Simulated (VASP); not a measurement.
Given:

```xyz
2
Lattice="0.0000 2.6352 2.6352 2.6352 0.0000 2.6352 2.6352 2.6352 0.0000" Properties=species:S:1:pos:R:3 pbc="T T T"
Ti     0.0000     0.0000     0.0000
B      2.6352     2.6352     2.6352
```

All values below come from PBE GGA, VASP's PBE PAW potentials (set 64) (plane waves; VASP). Numerical set-up: 520 eV cut-off, 11×11×11 Γ-centred mesh, first-order Methfessel-Paxton smearing of 0.10 eV, potentials Ti_sv B.

Energy and stress use the plane-wave basis of the starting cell.

**Question.** The ions, cell shape and volume are relaxed. Predict the relaxed structure.

**Answer.** 
```xyz
2
Lattice="0.0000 2.2662 2.2662 2.2662 0.0000 2.2662 2.2662 2.2662 0.0000" Properties=species:S:1:pos:R:3 pbc="T T T"
Ti     0.0000     0.0000     0.0000
B      2.2662     2.2662     2.2662
```
Space group Fm-3m (225), at a tolerance of 0.03 Å.

**Question.** How do energy and volume change from the first to the last step?

**Answer.** The energy (σ→0) changes by -965.3 meV/atom and the volume by -36.4 %, in 3 ionic steps.

The structure was generated: TiB was put into the rock salt type (Fm-3m), which need not be its known phase. This run relaxes it. Symmetry was kept, so distortions that lower it aren't found. The electron count is odd and the run is not spin-polarised, which forces a metal.
